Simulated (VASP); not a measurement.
Level of theory: PBE GGA, VASP's PBE PAW potentials (set 64) (plane waves; VASP 6.6.1).

Input for VASP

**POSCAR**
```
SnO
1
    3.8302330745     0.0000000000     0.0000000000
    0.0000000000     3.8302330745     0.0000000000
    0.0000000000     0.0000000000     4.9809971670
Sn O
2 2
Direct
  0.5000000000   0.0000000000   0.7689654975
  0.0000000000   0.5000000000   0.2310345025
  0.5000000000   0.5000000000   0.0000000000
  0.0000000000   0.0000000000   0.0000000000
```

**KPOINTS**
```
Automatic
0
G
 7 7 5
```

INCAR:
```
ENCUT=520
SYSTEM=SnO
IBRION=2
NSW=30
ALGO=Normal   # blocked Davidson
ISMEAR=0   # Gaussian
LWAVE=.False.
NELM=100   # most electronic steps
LASPH=.True.
LREAL=.False.   # projection in real space or not
PREC=Accurate
GGA=PE   # PBE
EDIFF=1E-7   # SCF stop (eV)
LCHARG=.False.
LMAXMIX=4
ISIF=4   # ions and shape, fixed volume
SIGMA=0.05   # width (eV)
EDIFFG=-0.01   # ionic stop
```

POTCAR, in this order: Sn_d O (PBE.64 set). Program: vasp_std.

Output of the run:

OUTCAR:
```
 ion  position               nearest neighbor table
   1  0.500  0.000  0.769-   3 2.23   4 2.23   3 2.23   4 2.23   2 3.55   2 3.55   2 3.55   2 3.55
  LATTYP: Found a simple tetragonal cell.
 ALAT       =     3.8302330745
 C/A-ratio  =     1.3004423152
 Subroutine PRICEL returns:
 Original cell was already a primitive cell.
 Subroutine GETGRP returns: Found 16 space group operations
The static configuration has the point symmetry D_2d.
 The point group associated with its full space group is D_4h.
The dynamic configuration has the point symmetry D_2d.
 Subroutine INISYM returns: Found 16 space group operations
 Subroutine IBZKPT returns following result:
 Found     30 irreducible k-points:

 Following reciprocal coordinates:
            Coordinates               Weight
  0.000000  0.000000  0.000000      1.000000
  0.142857  0.000000  0.000000      4.000000
  0.285714  0.000000  0.000000      4.000000
  0.428571  0.000000  0.000000      4.000000
  0.142857  0.142857  0.000000      4.000000
  0.285714  0.142857  0.000000      8.000000
  0.428571  0.142857  0.000000      8.000000
  0.285714  0.285714  0.000000      4.000000
...
```

OSZICAR:
```
       N       E                     dE             d eps       ncg     rms          rms(c)
DAV:   1     0.403921718698E+03    0.40392E+03   -0.20814E+04  1456   0.251E+03
DAV:   2     0.296721466101E+02   -0.37425E+03   -0.36866E+03  1576   0.575E+02
DAV:   3    -0.243049259988E+02   -0.53977E+02   -0.53476E+02  1720   0.193E+02
DAV:   4    -0.263973897365E+02   -0.20925E+01   -0.20901E+01  1632   0.423E+01
DAV:   5    -0.264582186041E+02   -0.60829E-01   -0.60817E-01  1896   0.728E+00    0.117E+01
DAV:   6    -0.227260695421E+02    0.37321E+01   -0.25744E+01  2432   0.524E+01    0.473E+00
DAV:   7    -0.227230113556E+02    0.30582E-02   -0.23400E+00  1696   0.992E+00    0.259E+00
DAV:   8    -0.227298038356E+02   -0.67925E-02   -0.64253E-01  2160   0.593E+00    0.111E+00
DAV:   9    -0.227041169956E+02    0.25687E-01   -0.20735E-01  2248   0.431E+00    0.266E-01
DAV:  10    -0.227068048365E+02   -0.26878E-02   -0.23848E-02  2008   0.134E+00    0.230E-01
DAV:  11    -0.227055788294E+02    0.12260E-02   -0.86664E-03  2312   0.875E-01    0.318E-02
DAV:  12    -0.227056840500E+02   -0.10522E-03   -0.89540E-04  1512   0.190E-01    0.531E-02
DAV:  13    -0.227056579969E+02    0.26053E-04   -0.21962E-04  2224   0.164E-01    0.596E-03
DAV:  14    -0.227056587279E+02   -0.73095E-06   -0.17474E-05  1936   0.388E-02    0.536E-03
DAV:  15    -0.227056589818E+02   -0.25391E-06   -0.17071E-06  2112   0.121E-02    0.148E-03
DAV:  16    -0.227056591507E+02   -0.16891E-06   -0.61806E-08  1024   0.266E-03    0.157E-03
DAV:  17    -0.227056591432E+02    0.74942E-08   -0.16256E-07  1016   0.472E-03
   1 F= -.22705659E+02 E0= -.22705659E+02  d E =-.227057E+02
       N       E                     dE             d eps       ncg     rms          rms(c)
DAV:   1    -0.227066795702E+02   -0.10204E-02   -0.38598E+00  1728   0.124E+01    0.425E-01
DAV:   2    -0.227159302796E+02   -0.92507E-02   -0.10535E-01  2144   0.287E+00    0.176E-01
DAV:   3    -0.227156472103E+02    0.28307E-03   -0.13671E-03  1992   0.343E-01    0.108E-01
DAV:   4    -0.227155098994E+02    0.13731E-03   -0.23149E-04  2184   0.249E-01    0.288E-02
DAV:   5    -0.227155131449E+02   -0.32455E-05   -0.95328E-05  1744   0.914E-02    0.916E-03
DAV:   6    -0.227155152830E+02   -0.21380E-05   -0.94543E-06  2096   0.358E-02    0.467E-03
DAV:   7    -0.227155157917E+02   -0.50869E-06   -0.15718E-06  1856   0.985E-03    0.113E-03
DAV:   8    -0.227155158660E+02   -0.74311E-07   -0.14909E-07  1112   0.322E-03
   2 F= -.22715516E+02 E0= -.22715516E+02  d E =-.985672E-02
       N       E                     dE             d eps       ncg     rms          rms(c)
DAV:   1    -0.227153154759E+02    0.20032E-03   -0.25156E-01  1728   0.312E+00    0.112E-01
DAV:   2    -0.227159581672E+02   -0.64269E-03   -0.71834E-03  2168   0.768E-01    0.451E-02
DAV:   3    -0.227159348529E+02    0.23314E-04   -0.91629E-05  1808   0.101E-01    0.282E-02
DAV:   4    -0.227159236339E+02    0.11219E-04   -0.19290E-05  2072   0.755E-02    0.696E-03
DAV:   5    -0.227159243235E+02   -0.68955E-06   -0.74246E-06  1704   0.262E-02    0.254E-03
DAV:   6    -0.227159247237E+02   -0.40023E-06   -0.62012E-07  1824   0.113E-02    0.112E-03
DAV:   7    -0.227159247106E+02    0.13055E-07   -0.79946E-08   880   0.344E-03
   3 F= -.22715925E+02 E0= -.22715925E+02  d E =-.102656E-01
       N       E                     dE             d eps       ncg     rms          rms(c)
DAV:   1    -0.227230505260E+02   -0.71258E-02   -0.30745E-01  1560   0.472E+00    0.476E-01
DAV:   2    -0.227197039793E+02    0.33465E-02   -0.11982E-02  1944   0.166E+00    0.292E-01
DAV:   3    -0.227176724636E+02    0.20315E-02   -0.22452E-03  2024   0.814E-01    0.606E-02
DAV:   4    -0.227176641448E+02    0.83188E-05   -0.68143E-04  1912   0.221E-01    0.216E-02
DAV:   5    -0.227176656440E+02   -0.14992E-05   -0.76077E-05  1720   0.753E-02    0.604E-03
DAV:   6    -0.227176637031E+02    0.19409E-05   -0.75933E-06  2032   0.295E-02    0.211E-03
DAV:   7    -0.227176636457E+02    0.57362E-07   -0.85874E-07  1760   0.943E-03
   4 F= -.22717664E+02 E0= -.22717664E+02  d E =-.173894E-02
       N       E                     dE             d eps       ncg     rms          rms(c)
DAV:   1    -0.227296320978E+02   -0.11968E-01   -0.63262E-01  1544   0.676E+00    0.683E-01
DAV:   2    -0.227228058392E+02    0.68263E-02   -0.25232E-02  1888   0.226E+00    0.419E-01
DAV:   3    -0.227186323637E+02    0.41735E-02   -0.44828E-03  2056   0.119E+00    0.886E-02
DAV:   4    -0.227186068489E+02    0.25515E-04   -0.13899E-03  1864   0.333E-01    0.310E-02
DAV:   5    -0.227186093579E+02   -0.25090E-05   -0.14831E-04  1720   0.107E-01    0.773E-03
DAV:   6    -0.227186064457E+02    0.29122E-05   -0.12486E-05  2032   0.381E-02    0.298E-03
DAV:   7    -0.227186064038E+02    0.41962E-07   -0.15393E-06  1784   0.126E-02    0.165E-03
DAV:   8    -0.227186064517E+02   -0.47928E-07   -0.21065E-07  1176   0.447E-03
   5 F= -.22718606E+02 E0= -.22718606E+02  d E =-.268174E-02
```

### OUTCAR
```
------------------------ aborting loop because EDIFF is reached ----------------------------------------
  FORCE on cell =-STRESS in cart. coord.  units (eV):
  Direction    XX          YY          ZZ          XY          YZ          ZX
  --------------------------------------------------------------------------------------
  Total        0.3608543      0.3608543      0.3556271      0.0000000      0.0000000      0.0000000
  in kB        7.9118083      7.9118083      7.7972014      0.0000000      0.0000000      0.0000000
  external PRESSURE =       7.8736060 kB  Pullay stress =       0.0000000 kB
  volume of cell :       73.07
      direct lattice vectors                 reciprocal lattice vectors
     3.857029932  0.000000000  0.000000000     0.259266850  0.000000000  0.000000000
     0.000000000  3.857029932 -0.000000000     0.000000000  0.259266850  0.000000000
     0.000000000 -0.000000000  4.912026270     0.000000000  0.000000000  0.203581973
 POSITION                                       TOTAL-FORCE (eV/Angst)
 -----------------------------------------------------------------------------------
      1.92851      3.85703      3.75031        -0.000000      0.000000     -0.002716
      0.00000      1.92851      1.16172         0.000000     -0.000000      0.002716
      1.92851      1.92851     -0.00000         0.000000      0.000000      0.000000
      0.00000      0.00000      0.00000         0.000000     -0.000000      0.000000
 -----------------------------------------------------------------------------------
    total drift:                                0.000000      0.000000      0.000000
  FREE ENERGIE OF THE ION-ELECTRON SYSTEM (eV)
  ---------------------------------------------------
  free  energy   TOTEN  =       -22.7186064517 eV

  energy  without entropy=      -22.7186064517  energy(sigma->0) =      -22.71860645

 reached required accuracy - stopping structural energy minimisation
```
(Selected blocks of OUTCAR.)

**CONTCAR**
```
SnO
   1.00000000000000
     3.8570299315855534    0.0000000000000000    0.0000000000000000
     0.0000000000000000    3.8570299315855534   -0.0000000000000000
     0.0000000000000000   -0.0000000000000000    4.9120262696439951
  Sn              O
     2     2
Direct
     0.5000000000000000    1.0000000000000000    0.7634948494533205
     0.0000000000000000    0.5000000000000000    0.2365051505466795
     0.5000000000000000    0.5000000000000000    0.0000000000000000
     0.0000000000000000    0.0000000000000000    0.0000000000000000
```

Without a dispersion term in the relaxation, distances and binding between the weakly bound layers, chains or molecules are unreliable, and so is what depends on them.

The compound is SnO in the litharge structure. This cell is one point of a volume scan, at 0.97 of the reference volume. Symmetry was kept, so distortions that lower it aren't found.
